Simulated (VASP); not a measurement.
# CuSb: structure and properties in VASP, part 2 of 3

Wanted: the relaxed cell of CuSb and its properties. The cell is invented: it takes the structure of a Materials Project entry for TlAs (space group 216 there), with all of its atoms replaced by other elements, volume scaled by an estimate. It may not be a known or stable phase.

VASP 6.6.1, plane waves and PAW; the level of theory is named at each step.

So far. Step 2 (Full relaxation (PBEsol)): It ends with forces that vanish by symmetry and a pressure of 0.03 GPa. The relaxed cell has a = 5.758 Å (conventional setting).

## (3) Density, ELF and potential (PBEsol)

Level of this step: PBEsol; plane waves and PAW (Sb, Cu); invented cell (VASP).

A single point on the relaxed cell gives a clean self-consistent state, with density, ELF and potential written out.

Contents of INCAR:

```
SYSTEM = CuSb
PREC = Accurate
ENCUT = 400
EDIFF = 1E-06
NELM = 100
ISMEAR = 0
SIGMA = 0.05
LREAL = .FALSE.
ALGO = Normal
GGA = PS
LORBIT = 11
LWAVE = .FALSE.
LCHARG = .TRUE.
ISIF = 2
LELF = .TRUE.
LVHAR = .TRUE.
```

Contents of POSCAR:

```
CuSb
1.0
    0.0000000000      2.8791256596      2.8791256596
    2.8791256596      0.0000000000      2.8791256596
    2.8791256596      2.8791256596      0.0000000000
Sb Cu
1 1
Direct
    0.7500000000      0.7500000000      0.7500000000
    0.0000000000      0.0000000000      0.0000000000
```

Contents of KPOINTS:

```
Automatic mesh
0
Gamma
8 8 8
0 0 0
```

Potentials, in the order of the species: Sb and Cu (PBE family, release 64).

Command:

```sh
$ mpirun -np 1 vasp_std
```

The program printed:

```text
[banner, memory and clock lines left out]
running    1 mpi-ranks, on    1 nodes
 distrk:  each k-point on    1 cores,    1 groups
 distr:  one band on    1 cores,    1 groups

 POSCAR found type information on POSCAR SbCu
 POSCAR found :  2 types and       2 ions
 [... a notice as in an earlier step ...]

 LDA part: xc-table for (Slater+PW92), standard interpolation
 POSCAR, INCAR and KPOINTS ok, starting setup
 FFT: planning ... GRIDC
 FFT: planning ... GRID_SOFT
 FFT: planning ... GRID
 WAVECAR not read
 entering main loop
       N       E                     dE             d eps       ncg     rms          rms(c)
DAV:   1     0.737948105778E+02    0.73795E+02   -0.59841E+03   696   0.117E+03
DAV:   2    -0.638854228933E+01   -0.80183E+02   -0.75811E+02   700   0.229E+02
DAV:   3    -0.954435559587E+01   -0.31558E+01   -0.30183E+01   892   0.585E+01
DAV:   4    -0.961949857359E+01   -0.75143E-01   -0.75082E-01   820   0.805E+00
DAV:   5    -0.962259270375E+01   -0.30941E-02   -0.30939E-02  1016   0.188E+00    0.118E+01
DAV:   6    -0.109584536696E+02   -0.13359E+01   -0.43801E+01   796   0.203E+02    0.984E+00
DAV:   7    -0.819570606197E+01    0.27627E+01   -0.86256E+00   824   0.906E+01    0.267E+00
DAV:   8    -0.813885950520E+01    0.56847E-01   -0.38288E-01  1072   0.113E+01    0.134E+00
DAV:   9    -0.810755381414E+01    0.31306E-01   -0.14430E-01   884   0.112E+01    0.720E-01
DAV:  10    -0.810702775093E+01    0.52606E-03   -0.16436E-02   852   0.141E+00    0.210E-01
DAV:  11    -0.810657270365E+01    0.45505E-03   -0.11839E-03  1036   0.920E-01    0.173E-01
DAV:  12    -0.810647558026E+01    0.97123E-04   -0.37928E-04  1028   0.475E-01    0.766E-02
DAV:  13    -0.810647334955E+01    0.22307E-05   -0.44126E-05  1088   0.148E-01    0.115E-02
DAV:  14    -0.810647192667E+01    0.14229E-05   -0.63296E-06   732   0.757E-02    0.172E-03
DAV:  15    -0.810647197751E+01   -0.50845E-07   -0.32062E-07   436   0.164E-02
   1 F= -.81064720E+01 E0= -.81046542E+01  d E =-.363554E-02
```

Run time: 22 s. Hardware: 1 MPI rank of AMD EPYC 7R43, shared host; peak memory 0.12 GiB.

From OUTCAR (step 3):

```text
  LATTYP: Found a face centered cubic cell.
 ALAT       =     5.7582513192

The static configuration has the point symmetry T_d .

 Found     29 irreducible k-points:

   ENCUT  =  400.0 eV  29.40 Ry    5.42 a.u.   6.64  6.64  6.64*2*pi/ulx,y,z

   NELECT =      16.0000    total number of electrons

 E-fermi :   5.2121

 k-point     1 :       0.0000    0.0000    0.0000
  band No.  band energies     occupation
    ...
      2       1.4595      2.00000
      3       1.4595      2.00000
      4       1.4595      2.00000
      5       2.1302      2.00000
      6       2.1302      2.00000
      7       7.8947      0.00000
      8       7.8947      0.00000
      9       7.8947      0.00000
     10       9.9920      0.00000
     11      10.9998      0.00000
    ...

 k-point     2 :       0.1250    0.0000    0.0000
  band No.  band energies     occupation
    ...
      2       1.3921      2.00000
      3       1.4836      2.00000
      4       1.4836      2.00000
      5       2.1234      2.00000
      6       2.1234      2.00000
      7       6.2770      0.00000
      8       7.5670      0.00000
      9       7.5670      0.00000
     10      10.2055      0.00000
     11      11.4015      0.00000
    ...

  Total        0.0117318      0.0117318      0.0117318     -0.0000000      0.0000000      0.0000000
  in kB        0.3937894      0.3937894      0.3937894     -0.0000000      0.0000000      0.0000000
  external PRESSURE =       0.3937894 kB  Pullay stress =       0.0000000 kB

  energy-cutoff  :      400.00
  volume of cell :       47.73
      direct lattice vectors                 reciprocal lattice vectors
     0.000000000  2.879125660  2.879125660    -0.173663834  0.173663834  0.173663834
     2.879125660  0.000000000  2.879125660     0.173663834 -0.173663834  0.173663834
     2.879125660  2.879125660  0.000000000     0.173663834  0.173663834 -0.173663834

 POSITION                                       TOTAL-FORCE (eV/Angst)
 -----------------------------------------------------------------------------------
      4.31869      4.31869      4.31869        -0.000000      0.000000      0.000000
      0.00000      0.00000      0.00000         0.000000     -0.000000      0.000000
 -----------------------------------------------------------------------------------
    total drift:                                0.000001      0.000001      0.000001

  FREE ENERGIE OF THE ION-ELECTRON SYSTEM (eV)
  ---------------------------------------------------
  free  energy   TOTEN  =        -8.1064719775 eV

  energy  without entropy=       -8.1028364402  energy(sigma->0) =       -8.10465421

[... 5 parts as in an earlier step ...]

[... 6 further parts left out ...]
```

Numbers from this step:

```
SCF cycles          : 15
free energy (TOTEN) : -8.106 eV
pressure            : 0.03938 GPa
```

Valence electrons inside each PAW sphere by angular momentum. Sphere charges, by row:

```tsv
atom	s (e)	p (e)	d (e)	tot (e)
Sb1	1.164	1.232	0.045	2.441
Cu2	0.507	0.38	9.157	10.04
```

ELF in the ac plane of a cell with a along [110], b along [-110] and c along [001] of the cube at fractional y = 0.000, with atoms of Sb and Cu within 0.2 Å of it. It is the smooth field of the valence electrons, not physical close to the nuclei.

Values, 9 rows by 16 columns, each cell a mean:
```
0.06 0.16 0.22 0.25 0.24 0.24 0.18 0.08 0.06 0.16 0.22 0.25 0.24 0.24 0.18 0.08
0.22 0.21 0.15 0.06 0.05 0.12 0.19 0.22 0.22 0.21 0.15 0.06 0.05 0.12 0.19 0.22
0.20 0.15 0.08 0.04 0.03 0.06 0.12 0.19 0.20 0.15 0.08 0.04 0.03 0.06 0.12 0.19
0.07 0.06 0.09 0.14 0.15 0.11 0.07 0.07 0.07 0.06 0.09 0.14 0.15 0.11 0.07 0.07
0.04 0.14 0.37 0.56 0.58 0.45 0.20 0.06 0.04 0.14 0.37 0.56 0.58 0.45 0.20 0.06
0.13 0.42 0.72 0.77 0.76 0.76 0.54 0.19 0.13 0.42 0.72 0.77 0.76 0.76 0.54 0.19
0.27 0.58 0.78 0.67 0.62 0.78 0.69 0.34 0.27 0.58 0.78 0.67 0.62 0.78 0.69 0.34
0.20 0.40 0.74 0.75 0.73 0.77 0.53 0.24 0.20 0.40 0.74 0.75 0.73 0.77 0.53 0.24
0.03 0.19 0.44 0.66 0.67 0.54 0.26 0.05 0.03 0.19 0.44 0.66 0.67 0.54 0.26 0.05
```
Columns run along a (8.1 Å), rows up along c (5.8 Å), edges of the conventional cell, whose origin can differ from the input's. Atoms in or near the plane, at fractional coordinates: Sb at (0.75, 0.25), Sb at (0.25, 0.25), Cu at (0.50, 0.00), Cu at (0.00, 0.00).

Valence density in the ac plane of a cell with a along [110], b along [-110] and c along [001] of the cube at fractional y = 0.000, with atoms of Sb and Cu within 0.2 Å of it. It is the smooth field of the valence electrons, not physical close to the nuclei.

Ten steps, logarithmic in the rise over the least value, from '_' (0 e/Å³) to '@' (15 e/Å³), each cell a mean:
```
@@##==--::::::::--==##@@%%**--::::::::::--**%%
**++--::::::::::::--++****==::::::::::::--==**
----::::::::::::::::--------::::::::::::::----
::::::::::::::::::::::::::::::::::::::::::::::
::::::::::::::::::::::::::::::::::::::::::::::
::::::::::::::::::::::::::::::::::::::::::::::
::::::::::::::::::::::::::::::::::::::::::::::
::::::::::::::::::::::::::::::::::::::::::::::
::::::::--------::::::::::::::::------::::::::
::::::------------::::::::::::----------::::::
::::::----::::----::::::::::------::------::::
::::----::____::----::::::------::__::------::
----------....------------------::..::--------
==--------------------====------------------==
%%**==------------==**%%##++--------------++##
@@%%==------------==%%@@@@**--------------**@@
```
Columns run along a (8.1 Å), rows up along c (5.8 Å), edges of the conventional cell, whose origin can differ from the input's. Atoms in or near the plane, at fractional coordinates: Sb at (0.75, 0.25), Sb at (0.25, 0.25), Cu at (0.50, 0.00), Cu at (0.00, 0.00).

Electrostatic potential energy in the ac plane of a cell with a along [110], b along [-110] and c along [001] of the cube at fractional y = 0.000, with atoms of Sb and Cu within 0.2 Å of it. With pseudopotentials it is smooth inside the atoms' cores, unlike the true potential.

Ten even steps from '_' (-85 eV) to '@' (5 eV), each cell a mean:
```
==++##@@@@@@@@@@@@##++====**%%@@@@@@@@@@%%**==
**##%%@@@@@@@@@@@@%%##****%%@@@@@@@@@@@@@@%%**
%%@@@@@@@@@@@@@@@@@@@@%%%%@@@@@@@@@@@@@@@@@@%%
@@@@@@@@@@@@@@@@@@@@@@@@@@@@@@@@@@@@@@@@@@@@@@
@@@@@@@@@@@@@@@@@@@@@@@@@@@@@@@@@@@@@@@@@@@@@@
@@@@@@@@@@@@@@@@@@@@@@@@@@@@@@@@@@@@@@@@@@@@@@
@@@@@@@@@@@@@@@@@@@@@@@@@@@@@@@@@@@@@@@@@@@@@@
@@@@@@@@@@@@@@@@@@@@@@@@@@@@@@@@@@@@@@@@@@@@@@
@@@@@@@@@@%%%%@@@@@@@@@@@@@@@@@@@@%%@@@@@@@@@@
@@@@@@%%##++++##%%@@@@@@@@@@@@%%++==**%%@@@@@@
@@@@@@##--____--##@@@@@@@@@@%%++..__..++%%@@@@
@@@@@@**..____..**@@@@@@@@@@%%--______--%%@@@@
@@@@@@**..____..**@@@@@@@@@@%%--______==%%@@@@
##%%%%%%==::::++%%@@%%####%%%%**--::--**%%%%##
==**%%@@%%####%%@@%%**==++##%%%%######%%%%##++
--==##@@@@@@@@@@@@##==--==**%%@@@@@@@@@@%%**==
```
Columns run along a (8.1 Å; values clipped at the 3rd and 97th percentile), rows up along c (5.8 Å), edges of the conventional cell, whose origin can differ from the input's. Atoms in or near the plane, at fractional coordinates: Sb at (0.75, 0.25), Sb at (0.25, 0.25), Cu at (0.50, 0.00), Cu at (0.00, 0.00).

In this run the pressure is 0.04 GPa, small enough to go on.

## (4) Band structure (PBEsol)

The mesh alone shows little of the dispersion and can miss band extrema, so KPOINTS_OPT adds a path through the symmetry points after the self-consistent cycle.

Changes to INCAR since step 3:

```diff
@@ -12,5 +12,2 @@
 LWAVE = .FALSE.
-LCHARG = .TRUE.
-ISIF = 2
-LELF = .TRUE.
-LVHAR = .TRUE.
+LCHARG = .FALSE.
```

POSCAR is that of step 3.

KPOINTS is that of step 3.

Contents of KPOINTS_OPT:

```
Line mode
16
Line-mode
Reciprocal
  0.00000000   0.00000000   0.00000000 GAMMA
  0.50000000   0.00000000   0.50000000 X

  0.50000000   0.00000000   0.50000000 X
  0.50000000   0.25000000   0.75000000 W

  0.50000000   0.25000000   0.75000000 W
  0.37500000   0.37500000   0.75000000 K

  0.37500000   0.37500000   0.75000000 K
  0.00000000   0.00000000   0.00000000 GAMMA

  0.00000000   0.00000000   0.00000000 GAMMA
  0.50000000   0.50000000   0.50000000 L

  0.50000000   0.50000000   0.50000000 L
  0.62500000   0.25000000   0.62500000 U

  0.62500000   0.25000000   0.62500000 U
  0.50000000   0.25000000   0.75000000 W

  0.50000000   0.25000000   0.75000000 W
  0.50000000   0.50000000   0.50000000 L

  0.50000000   0.50000000   0.50000000 L
  0.37500000   0.37500000   0.75000000 K

  0.62500000   0.25000000   0.62500000 U
  0.50000000   0.00000000   0.50000000 X
```

Command:

```sh
$ mpirun -np 1 vasp_std
```

The program printed:

```text
[... set-up lines as in an earlier step ...]
 entering main loop
       N       E                     dE             d eps       ncg     rms          rms(c)
[... 15 cycles as in an earlier step ...]
   1 F= -.81064720E+01 E0= -.81046542E+01  d E =-.363554E-02
 Start KPOINTS_OPT (optional k-point list driver)
k-point batch [1-29\160]
       N       E                     dE             ncg
DAV:   1     0.311197742886E+04   -0.82360E+04      696
DAV:   2     0.859880009786E+03   -0.22521E+04      704
DAV:   3     0.769157365237E+03   -0.90723E+02      904
DAV:   4     0.767171506675E+03   -0.19859E+01      820
DAV:   5     0.767090914996E+03   -0.80592E-01     1032
DAV:   6     0.767089105618E+03   -0.18094E-02      952
DAV:   7     0.767089071271E+03   -0.34347E-04      860
DAV:   8     0.767089070407E+03   -0.86407E-06      660
[...]
k-point batch [146-160\160]
       N       E                     dE             ncg
DAV:   1     0.782177051227E+04   -0.59550E+04      360
DAV:   2     0.667790864572E+04   -0.11439E+04      364
DAV:   3     0.663507230381E+04   -0.42836E+02      440
DAV:   4     0.663418152463E+04   -0.89078E+00      472
DAV:   5     0.663413559773E+04   -0.45927E-01      520
DAV:   6     0.663413465227E+04   -0.94546E-03      488
DAV:   7     0.663413461405E+04   -0.38223E-04      428
DAV:   8     0.663413461383E+04   -0.21775E-06      356
```

Run time: 80 s. Hardware: 1 MPI rank; peak memory 0.13 GiB.

Parts of OUTCAR (step 4):

```text
The static configuration has the point symmetry T_d .

 Found     29 irreducible k-points:

   NELECT =      16.0000    total number of electrons

 E-fermi :   5.2121

[... 20 parts as in an earlier step ...]
```

Spin-orbit coupling is off here; with elements this heavy it splits and shifts levels by tenths of an eV or more.

The electronic bands at the labelled points (eV, zero at the Fermi level; # counts the bands kept):

```tsv
point	#6	#7	#8	#9	#10
Γ	-3.08	2.68	2.68	2.68	4.78
0.47 of the way	-3.06	-0.19	0.62	0.62	4.07
X	-2.99	-2.72	-0.94	-0.94	3.40
0.47 of the way	-2.87	-2.84	-1.35	-1.20	4.36
W	-2.92	-2.64	-1.88	-1.41	6.43
0.53 of the way	-3.01	-2.70	-1.94	-0.83	4.83
K	-3.08	-2.72	-1.98	-0.33	3.94
0.53 of the way	-3.07	-0.95	-0.11	1.90	5.71
Γ	-3.08	2.68	2.68	2.68	4.78
0.47 of the way	-3.09	-0.80	1.84	1.84	4.63
L	-3.06	-2.94	1.15	1.15	4.21
0.47 of the way	-3.08	-2.87	-0.53	0.58	4.77
U	-3.08	-2.72	-1.98	-0.33	3.94
0.47 of the way	-3.01	-2.70	-1.94	-0.83	4.83
W	-2.92	-2.64	-1.88	-1.41	6.43
0.47 of the way	-3.05	-2.82	-1.07	0.01	5.67
L	-3.06	-2.94	1.15	1.15	4.21
0.47 of the way	-3.08	-2.87	-0.53	0.58	4.77
K	-3.08	-2.72	-1.98	-0.33	3.94
jump to U	-3.08	-2.72	-1.98	-0.33	3.94
0.47 of the way	-2.94	-2.82	-1.50	-0.75	3.63
X	-2.99	-2.72	-0.94	-0.94	3.40
```

Of the projections kept (Sb, Cu), the largest for each band there; the rest of the weight can lie on other orbitals:

```tsv
point	#6	#7	#8	#9	#10
Γ	Cu 1.00	Sb 0.65	Sb 0.65	Sb 0.65	Sb 0.66
X	Cu 0.97	Cu 0.95	Sb 0.57	Sb 0.57	Cu 0.58
W	Cu 0.97	Cu 0.97	Sb 0.62	Cu 0.74	Sb 0.73
K	Cu 1.00	Cu 0.96	Cu 0.77	Sb 0.55	Cu 0.62
Γ	Cu 1.00	Sb 0.65	Sb 0.65	Sb 0.65	Sb 0.66
L	Cu 1.00	Cu 0.99	Sb 0.59	Sb 0.59	Cu 0.54
```

The electronic bands as a text plot (rows in eV, shown from -8.0 to 3.4 only):

```
    3.2 |       *
    2.7 |*                      ****
    2.2 | *                   ** * ***
    1.7 | **                 *  *     *
    1.3 |  *                *   *      ****             **
    0.8 |   *              *   *    *      **         ** **
    0.3 |   **            *   **           * *       *    ***
   -0.2 |     *          *           *        **      *      *
   -0.6 |    * **       *    **             *   *   **     *  **
   -1.1 |     *  ****  *    *         *          * *            *
   -1.6 |           ***    * *               *    * *       *  *
   -2.1 |      *     ********          *      ******         **
   -2.5 |       *** *******             *     *******       **  *
   -3.0 |********************************************************
   -3.5 |  *********************    *****************************
   -4.0 |*****       **   *************          *****
   -4.4 |     **    ** ***             **  *******  ***   *****
   -4.9 |       ****                     **            ***     **
   -5.4 |
   -5.9 |
   -6.3 |
   -6.8 |
   -7.3 |
   -7.8 |
         Γ       X    W  K        Γ      L     U  W     L   K|U X
```

There is no gap at this level.

## (5) Total and projected DOS (PBEsol)

A density of states needs more k-points than a total energy; ISMEAR = -5 takes tetrahedra, and LORBIT projects the states on the PAW spheres. The mesh is finer than in the run before.

Changes to INCAR since step 4:

```diff
@@ -5,3 +5,3 @@
 NELM = 100
-ISMEAR = 0
+ISMEAR = -5
 SIGMA = 0.05
@@ -13 +13,2 @@
 LCHARG = .FALSE.
+NEDOS = 2001
```

POSCAR is that of step 4.

Contents of KPOINTS:

```
Automatic mesh
0
Gamma
12 12 12
0 0 0
```

Command:

```sh
$ mpirun -np 1 vasp_std
```

The program printed:

```text
[... set-up lines as in an earlier step ...]
 entering main loop
       N       E                     dE             d eps       ncg     rms          rms(c)
DAV:   1     0.742385524846E+02    0.74239E+02   -0.58735E+03  1728   0.118E+03
DAV:   2    -0.618721408662E+01   -0.80426E+02   -0.75344E+02  1760   0.230E+02
DAV:   3    -0.954688795022E+01   -0.33597E+01   -0.32573E+01  2240   0.620E+01
DAV:   4    -0.962120094881E+01   -0.74313E-01   -0.74261E-01  1996   0.809E+00
DAV:   5    -0.962437241542E+01   -0.31715E-02   -0.31736E-02  2484   0.190E+00    0.118E+01
DAV:   6    -0.109465676654E+02   -0.13222E+01   -0.42999E+01  1980   0.203E+02    0.982E+00
DAV:   7    -0.820097378828E+01    0.27456E+01   -0.86400E+00  2044   0.905E+01    0.267E+00
DAV:   8    -0.814507609200E+01    0.55898E-01   -0.38285E-01  2696   0.113E+01    0.135E+00
DAV:   9    -0.811301239539E+01    0.32064E-01   -0.14674E-01  2156   0.114E+01    0.750E-01
DAV:  10    -0.811244002374E+01    0.57237E-03   -0.17373E-02  2084   0.143E+00    0.203E-01
DAV:  11    -0.811198613769E+01    0.45389E-03   -0.10968E-03  2672   0.881E-01    0.169E-01
DAV:  12    -0.811186391095E+01    0.12223E-03   -0.40725E-04  2488   0.521E-01    0.776E-02
DAV:  13    -0.811185913185E+01    0.47791E-05   -0.54907E-05  2736   0.158E-01    0.104E-02
DAV:  14    -0.811185920801E+01   -0.76158E-07   -0.58952E-06  1784   0.731E-02
   1 F= -.81118592E+01 E0= -.81118592E+01  d E =0.000000E+00
 -----------------------------------------------------------------------------
|                                                                             |
|           W    W    AA    RRRRR   N    N  II  N    N   GGGG   !!!           |
|           W    W   A  A   R    R  NN   N  II  NN   N  G    G  !!!           |
|           W    W  A    A  R    R  N N  N  II  N N  N  G       !!!           |
|           W WW W  AAAAAA  RRRRR   N  N N  II  N  N N  G  GGG   !            |
|           WW  WW  A    A  R   R   N   NN  II  N   NN  G    G                |
|           W    W  A    A  R    R  N    N  II  N    N   GGGG   !!!           |
|                                                                             |
|     Tetrahedron method does not include variations of the Fermi             |
|     occupations, so forces and stress will be inaccurate. We suggest        |
|     using a different smearing scheme ISMEAR = 1 or 2 for metals in         |
|     relaxations.                                                            |
|                                                                             |
 -----------------------------------------------------------------------------
```

Wall time 57 s (1 MPI rank); peak memory 0.13 GiB.

OUTCAR, selected parts (step 5):

```text
   k-points           NKPTS =     72   k-points in BZ     NKDIM =     72   number of bands    NBANDS=     12

   NELECT =      16.0000    total number of electrons

 E-fermi :   5.1670

 k-point     1 :       0.0000    0.0000    0.0000
  band No.  band energies     occupation
    ...
      2       1.4658      2.00000
      3       1.4658      2.00000
      4       1.4658      2.00000
      5       2.1377      2.00000
      6       2.1377      2.00000
      7       7.8963      0.00000
      8       7.8963      0.00000
      9       7.8963      0.00000
     10       9.9922      0.00000
     11      11.0008      0.00000
    ...

  Total        0.0104997      0.0104997      0.0104997      0.0000000      0.0000000      0.0000000
  in kB        0.3524331      0.3524331      0.3524331      0.0000000      0.0000000      0.0000000
  external PRESSURE =       0.3524331 kB  Pullay stress =       0.0000000 kB

  FREE ENERGIE OF THE ION-ELECTRON SYSTEM (eV)
  ---------------------------------------------------
  free  energy   TOTEN  =        -8.1118592080 eV

  energy  without entropy=       -8.1118592080  energy(sigma->0) =       -8.11185921

[... 7 parts as in an earlier step ...]

[... 10 further parts left out ...]
```

With tetrahedra the forces and stress of a metal are not exact derivatives of the energy.

Numbers from this step:

- SCF cycles: 14
- irreducible k-points: 72
- free energy (TOTEN): -8.112 eV
- Fermi energy: 5.167 eV
- pressure: 0.03524 GPa
- DOS at the Fermi level: 1.296 states/eV/cell

The density of states has structure finer than the step of the table below, so its rows give means over 0.5 eV, whole bins alone (the curve runs from -12.0 to 5.82 eV). Peaks (eV: height): total -3.63: 17.0, -3.30: 13.1, -3.07: 43.4; Cu d -3.63: 13.1, -3.30: 11.2, -3.07: 40.1.

States under -12.0 eV and over 5.8 eV are left out; flat bands give spikes narrower than the energy grid, so sums over such rows miss the true count of states. Table of density of states by energy, zero at the Fermi level; means over each step; values in states/eV/cell:

```tsv
energy (eV)	total	Cu d
-11.5	0	0
-11.0	0.00873	0
-10.5	0.272	0.00123
-10.0	0.540	0.00665
-9.5	1.06	0.0277
-9.0	1.82	0.0803
-8.5	0.295	0.0166
-8.0	0	0
-7.5	0	0
-7.0	0	0
-6.5	0	0
-6.0	0	0
-5.5	0	0
-5.0	0.0161	0.00329
-4.5	2.14	0.481
-4.0	2.21	1.01
-3.5	8.20	6.46
-3.0	9.61	8.85
-2.5	2.15	1.61
-2.0	0.871	0.410
-1.5	1.27	0.401
-1.0	1.37	0.332
-0.5	1.44	0.278
0.0	1.31	0.222
0.5	1.22	0.191
1.0	1.09	0.163
1.5	0.603	0.0931
2.0	0.339	0.0554
2.5	0.104	0.0181
3.0	0	0
3.5	0.0862	0.00852
4.0	0.489	0.0414
4.5	0.907	0.0629
5.0	1.75	0.0956
5.5	1.30	0.0751
```

The finer mesh and the other smearing move the Fermi level by -0.05 eV from the 8×8×8 run, a small shift, which tests the Fermi level alone.

(Part 2 of 3 ends here.)

[Lines on the potential files, build, host, timing and source positions are cut from VASP's logs without a mark.]

[Logs are printed without paths, hosts, clocks, repeated set-up lines and the standing remarks that a program may print on its own settings, such as how far it seeks lower states.]

[Hosts, paths, dates, database ids (printed as entryN), source tags and the programs' standing remarks are cut or masked in the printed files.]

[A measured line is paired with the nearest computed mode of its activity, which favours agreement.]
